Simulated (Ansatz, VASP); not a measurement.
Given: the input of a run of VASP 6.6.1 on RuAu.

Contents of INCAR:

```
PREC = Accurate
ENCUT = 520
EDIFF = 1E-6
ISMEAR = -1
SIGMA = 0.05
LREAL = F
LASPH = T
NELM = 80
ALGO = Normal
ISIF = 2
LWAVE = F
LCHARG = F
GGA = PE
NBANDS = 20
```

The input KPOINTS:

```
regular mesh
0
Gamma
  8 8 8
```

The input POSCAR:

```
RuAu
1.0
    3.1857696174      0.0000000000      0.0000000000
    0.0000000000      3.1857696174      0.0000000000
    0.0000000000      0.0000000000      3.1857696174
Ru Au
1 1
Direct
    0.0000000000      0.0000000000      0.0000000000
    0.5000000000      0.5000000000      0.5000000000
```

Potentials or basis: VASP PAW PBE potentials, release 64 (Ru_pv, Au).

Command:

```console
$ cat potpaw_PBE.64/Ru_pv/POTCAR potpaw_PBE.64/Au/POTCAR > POTCAR
$ mpirun -np 1 vasp_std > vasp.out
```

Problem. Translate it to Ansatz 0.2.0. Potentials there: Ansatz PAW.

Solution. As run (the cutoff follows the program's own potentials):

input.yaml

```yaml
crystal:
  lattice:
    - [3.1857696174, 0.0, 0.0]
    - [0.0, 3.1857696174, 0.0]
    - [0.0, 0.0, 3.1857696174]
  atoms:
    - { symbol: Ru, position: [0.0, 0.0, 0.0] }
    - { symbol: Au, position: [0.5, 0.5, 0.5] }
hamiltonian:
  xc: pbe
  pseudopotentials: { kind: paw }
kpoints:
  mp_grid: { grid: [8, 8, 8] }
scf:
  occupations: { method: fermi_dirac, width: 0.05 }
output:
  forces: true
  stress: true
  eigenvalues: true
```

Potentials or basis: Ansatz PAW.

Launch:

```sh
$ ansatz run input.yaml --threads 1 --pin off --max-ram 3584MiB --backend cpu --events-out ev --progress --plain --runs-dir out
```

Both were run:

|  | VASP | Ansatz | Ansatz less VASP |
| --- | --- | --- | --- |
| gap on the k mesh at the Fermi level (eV) | none | none | - |
| pressure (GPa) | -3.8 | -3.5 | +0.28 |

A gap of «none» marks a metal or a gap that the smearing closes. The functional is the same, so the differences come from potentials, cutoffs and numerics. The two sets of potentials don't hold the same shells in valence.

Spin-orbit coupling is left out, which matters for the levels of Au.
